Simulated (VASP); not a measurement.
An input for Quantum ESPRESSO's pw.x (written as the equivalent of a VASP run, and not itself run):

```
&CONTROL
  calculation = 'scf'
  pseudo_dir = './pseudo'
  outdir = './out'
  tprnfor = .true.
  tstress = .true.
/
&SYSTEM
  ibrav = 0
  nat = 2
  ntyp = 2
  ecutwfc = 82
  occupations = 'smearing'
  smearing = 'gaussian'
  degauss = 0.003675
  input_dft = 'vdw-df-ob86'
/
&ELECTRONS
  conv_thr = 7.3e-09
  electron_maxstep = 100
/
ATOMIC_SPECIES
  Ag 107.868 Ag.upf
  Br 79.904 Br.upf
CELL_PARAMETERS angstrom
     0.0000000    2.9025908    2.9025908
     2.9025908    0.0000000    2.9025908
     2.9025908    2.9025908    0.0000000
ATOMIC_POSITIONS crystal
  Ag   1.0000000  0.0000000  0.0000000
  Br   0.5000000  0.5000000  0.5000000
K_POINTS automatic
  8 8 8 0 0 0
```

Task: Write the VASP files for the same calculation (optB86b-vdW).

Result: One answer among several that fit: 
INCAR:
```
SYSTEM=AgBr
PREC=Accurate; ENCUT=520; LREAL=.False.
LASPH=.True.
EDIFF=1E-7; NELM=100; ALGO=Normal
LMAXMIX=4
ISMEAR=0; SIGMA=0.05
GGA=MK; LUSE_VDW=.True.; AGGAC=0.0
PARAM1=0.1234; PARAM2=1.0
ISIF=2
LWAVE=.False.; LCHARG=.False.
```

POSCAR:
```
AgBr
2.9025910
  0.0000000000   0.9999999283   0.9999999283
  0.9999999283   0.0000000000   0.9999999283
  0.9999999283   0.9999999283   0.0000000000
Ag Br
1 1
Cart
  0.0000000000   0.9999999283   0.9999999283
  0.9999999283   0.9999999283   0.9999999283
```

### KPOINTS
```
Automatic mesh
0
Gamma
8 8 8
0 0 0
```

POTCAR, in this order: Ag Br (PBE.64 set). Program: vasp_std.

What does not carry over: the potentials are each code's own (VASP's PAW set, PseudoDojo norm-conserving files in pw.x), so ENCUT and ecutwfc are chosen apart and not converted; conv_thr bounds pw.x's estimated SCF error, while EDIFF bounds the energy change between steps.

The compound is AgBr in the rock salt structure. This cell is one point of a volume scan, at 1.03 of the reference volume.
